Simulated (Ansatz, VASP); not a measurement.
# Cross-check of YZn between VASP and Ansatz, part 2 of 2

Aim: how closely do two programs agree when they are given the same cell, functional and k mesh? The cell is taken from a series of runs on this material, whose earlier steps may have relaxed, scaled, displaced or heated it; both programs get it as it stands.

VASP 6.6.1 and Ansatz 0.2.0.

So far: The starting structure; VASP: relaxation of cell and atoms, PBEsol; Ansatz: relaxation of cell and atoms, PBEsol; Side by side.

### Step 5. VASP: zone-centre phonons, PBEsol

Level of this step: PBEsol; plane waves and PAW (Y_sv, Zn) (VASP).

Second derivatives magnify differences that forces hide, and they need a tight electronic threshold.

INCAR

```
SYSTEM = YZn
PREC = Accurate
ENCUT = 500
EDIFF = 1E-08
NELM = 120
ISMEAR = 1
SIGMA = 0.2
LREAL = .FALSE.
ALGO = Normal
GGA = PS
NBANDS = 17
LASPH = .TRUE.
LORBIT = 11
LWAVE = .FALSE.
LCHARG = .FALSE.
ISIF = 2
IBRION = 8
GGA_COMPAT = .FALSE.
KPAR = 2
```

POSCAR

```
YZn
1.0
    3.5207530252      0.0000000000      0.0000000000
    0.0000000000      3.5207530252      0.0000000000
    0.0000000000      0.0000000000      3.5207530252
Y Zn
1 1
Direct
    0.0000000000      0.0000000000      0.0000000000
    0.5000000000      0.5000000000      0.5000000000
```

KPOINTS

```
Automatic mesh
0
Gamma
12 12 12
0 0 0
```

PAW data sets: Y_sv and Zn (PBE family, release 64).

Started as:

```
> mpirun -np 2 vasp_std
```

Numbers of over 12 decimals in the logs are rounded to 6 here.

Output:

```text
[banner, memory and clock lines left out]
running    2 mpi-ranks, on    1 nodes
[...]
[... a notice as in an earlier step ...]

 LDA part: xc-table for (Slater+PW92), standard interpolation
 POSCAR, INCAR and KPOINTS ok, starting setup
[...]
entering main loop
       N       E                     dE             d eps       ncg     rms          rms(c)
DAV:   1     0.106125639186E+03    0.10613E+03   -0.11436E+04  2856   0.156E+03
DAV:   2    -0.497289924440E+01   -0.11110E+03   -0.10882E+03  3202   0.308E+02
DAV:   3    -0.953475548283E+01   -0.45619E+01   -0.45345E+01  3585   0.613E+01
DAV:   4    -0.963819607480E+01   -0.10344E+00   -0.10326E+00  4031   0.720E+00
[...]
DAV:  14    -0.912754293429E+01   -0.13518E-06   -0.15602E-07  3073   0.296E-03    0.336E-03
DAV:  15    -0.912754300268E+01   -0.68389E-07   -0.25738E-08  3256   0.118E-03    0.434E-04
DAV:  16    -0.912754299465E+01    0.80299E-08   -0.15704E-09  1582   0.361E-04
   1 F= -.91275430E+01 E0= -.91255003E+01  d E =-.612802E-02
[...]
RMM:  30    -0.270624221793E+00   -0.38795E-07    0.32800E-07 12483   0.271E-04    0.168E-04
RMM:  31    -0.270624256334E+00   -0.34541E-07    0.33123E-07 12054   0.247E-04    0.175E-04
RMM:  32    -0.270624267329E+00   -0.10995E-07    0.30389E-07  9653   0.225E-04    0.183E-04
 first order change of Fermi-energy   0.10991E-03
 force on displaced ion       1 direction 1 :  -3.037  -0.000   0.000
 Linear response progress:
  Degree of freedom:   2/  2
       N       E                     dE             d eps       ncg     rms          rms(c)
RMM:   1    -0.209909305611E+00   -0.20991E+00   -0.14299E-02 10172   0.189E+00
RMM:   2    -0.209299194020E+00    0.61011E-03   -0.29304E-03 11497   0.340E-01    0.150E-01
RMM:   3    -0.209352995434E+00   -0.53801E-04   -0.27456E-04 12777   0.769E-02    0.869E-02
RMM:   4    -0.209447166908E+00   -0.94171E-04   -0.76599E-05 12948   0.479E-02    0.555E-03
[...]
RMM:  15    -0.209437038668E+00    0.72714E-08    0.11240E-07 14395   0.620E-05    0.202E-05
RMM:  16    -0.209437027823E+00    0.10846E-07    0.72308E-08 14436   0.495E-05    0.557E-06
RMM:  17    -0.209437022221E+00    0.56017E-08    0.56212E-08 13802   0.396E-05    0.798E-07
 first order change of Fermi-energy  -0.12968E-03
 force on displaced ion       2 direction 1 :  -3.125  -0.000   0.000
 Linear response finished
```

Parts of OUTCAR (step 5):

```text
  Total       -0.0050850     -0.0050850     -0.0050850      0.0000000     -0.0000000      0.0000000
  in kB       -0.1866794     -0.1866794     -0.1866794      0.0000000     -0.0000000      0.0000000
  external PRESSURE =      -0.1866794 kB  Pullay stress =       0.0000000 kB

 POSITION                                       TOTAL-FORCE (eV/Angst)
 -----------------------------------------------------------------------------------
      0.00000      0.00000      0.00000         0.000000      0.000000      0.000000
      1.76038      1.76038      1.76038         0.000000      0.000000      0.000000
 -----------------------------------------------------------------------------------
    total drift:                                0.000000      0.000000      0.000000

[... 1 part as in an earlier step ...]

[... 1 further part left out ...]
```

### Step 6. Ansatz: zone-centre phonons, PBEsol

The same cell, functional, mesh and smearing now go to Ansatz, which takes its cutoff from its data sets.

The cell is taken from a series of runs on this material, whose earlier steps may have relaxed, scaled, displaced or heated it; both programs get it as it stands.

input.yaml

```yaml
crystal:
  lattice:
    - [3.5207530252, 0.0, 0.0]
    - [0.0, 3.5207530252, 0.0]
    - [0.0, 0.0, 3.5207530252]
  atoms:
    - { symbol: "Y", position: [0.0, 0.0, 0.0] }
    - { symbol: Zn, position: [0.5, 0.5, 0.5] }
kpoints:
  mp_grid: { grid: [12, 12, 12] }
hamiltonian:
  xc: pbesol
  pseudopotentials: { kind: paw, azcp: { folder: soft_1 }, xc_functional: pbe }
scf:
  occupations: { method: methfessel_paxton, width: 0.2 }
output:
  eigenvalues: true
phonons:
  method: dfpt
```

Started as:

```
> ansatz run input.yaml --threads 4 --pin off --max-ram 10240MiB --backend cpu --events-out ev --progress --plain --runs-dir out
```

Output:

```text
[...]
Crystal: 2 atoms, lattice volume = 43.642 Å³
Basis set: ecut = 420 eV, 847 PW (Γ), exchange–correlation on 48×48×48 points (8 copies of the dense FFT grid, shifted against one another)
Bands: 16, of which v1, the nominal top of the filled ones, is band 12 counted from 1 (11 counted from 0)
Symmetry: 48 space group operations
k-points: 196 of 1728 (irreducible under 8 space group operations, time reversal used)
[...]
k mesh reduced under 8 symmetry operations, with k and −k counted as one. Each operation leaves every solved perturbation unchanged. A smaller set is not used because it would not reduce the number of displacements times k-points to solve
  ASR residual: 1.265e-4 → 0.000e0 eV/Å²; symmetrization residual: 5.465e-6 eV/Å²
  ASR residual per site (eV/Å²): 2.84e-5 1.27e-4
  Γ frequencies (cm⁻¹): 0.00 0.00 0.00 147.96 147.96 147.96
  non-analytic LO–TO correction: not included (Born effective charges unavailable; polar crystals: no LO–TO splitting at Γ)
[key lines of the parts left out:]
SCF converged after 11 iterations
Free energy (F): -7076.719967 eV
Fermi energy:    10.794736 eV
```

### Step 7. Side by side

Compared:

| quantity | Ansatz | VASP | difference |
| --- | --- | --- | --- |
| optical mode 1 to 3 (cm⁻¹) | 148.0 | 149.3 | -0.89 % |

Modes are paired by rising frequency, not by their patterns, so a pair may set unlike modes beside each other; they are those without the splitting of longitudinal modes.

### Step 8. Outcome

```json
{"difference in volume (relaxation of cell and atoms, PBEsol)": "0.054 %", "r.m.s. difference of the optical zone-centre modes, each program's sorted by frequency (zone-centre phonons, PBEsol)": "1.3 cm⁻¹", "difference in optical mode 1 to 3 (zone-centre phonons, PBEsol)": "-0.9 %"}
```

**Reading.** The difference in volume is 0.054 % (relaxation of cell and atoms, PBEsol), within the 1.2 % picked in this series as the mark of a large difference, as far as the stopping tolerances let one tell. Among the rows given in per cent, the largest difference of the zone-centre phonons, PBEsol pair is in optical mode 1 to 3, -0.9 %. 1 further run of this series is not shown here. How closely two codes agree says nothing of how well the functional describes the real material.

[Lines on the potential files, build, host, timing and source positions are cut from VASP's logs without a mark.]

[Logs are printed without paths, hosts, clocks, repeated set-up lines and the standing remarks that a program may print on its own settings, such as how far it seeks lower states.]

[Hosts, paths, dates, database ids (printed as entryN), source tags and the programs' standing remarks are cut or masked in the printed files.]
